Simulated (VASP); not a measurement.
YNb and the effect of the strain (εxy = 0.5 s)

```
Y Nb
1.0
     3.61141    0.00000    0.00000
     0.00000    3.61141    0.00000
     0.00000    0.00000    3.61141
Y Nb
1 1
Direct
  0.00000 0.00000 0.00000
  0.50000 0.50000 0.50000
```

The cell comes from a database or a generator and needn't be the stable form of this composition.

Kept alike: task relaxation of the atoms; functional PBE; k mesh 7 × 7 × 7; occupations fermi-dirac, width 0.05 eV; no spin polarisation. Program: VASP, PBE PAW files Nb_sv, Y_sv, 520 eV. The mesh is that of the run's cell of 2 atoms. No spin-orbit coupling.

| s | stress xy (GPa) | free energy over the lowest row (meV/atom) |
| --- | --- | --- |
| -0.04 | 1.26 | 3.90 |
| -0.02 | 0.68 | 1.01 |
| -0.01 | 0.35 | 0.25 |
| 0 | 0.00 | 0.00 |
| 0.01 | -0.35 | 0.25 |
| 0.02 | -0.68 | 1.01 |
| 0.04 | -1.26 | 3.90 |

Stress is positive in compression; the values hold the error of the finite cutoff, so their zero can differ a little from the energy's minimum. The cell shown is the unstrained one; x, y and z are its Cartesian axes. For a metal such a mesh leaves the last digits unconverged. Shear stress takes the same sign, opposite to σ = Cε, so its slope is minus the stiffness.

The stress xy falls from 1.26 to -1.26 GPa between -0.04 and 0.04. A parabola through the five rows nearest s = 0 has a slope of -34 GPa per unit of s at s = 0, so the stiffness that links it to this strain is about 34 GPa; the fractions stay fixed. The free energy is lowest at 0, and 3.90 meV an atom higher at -0.04; 0.04.
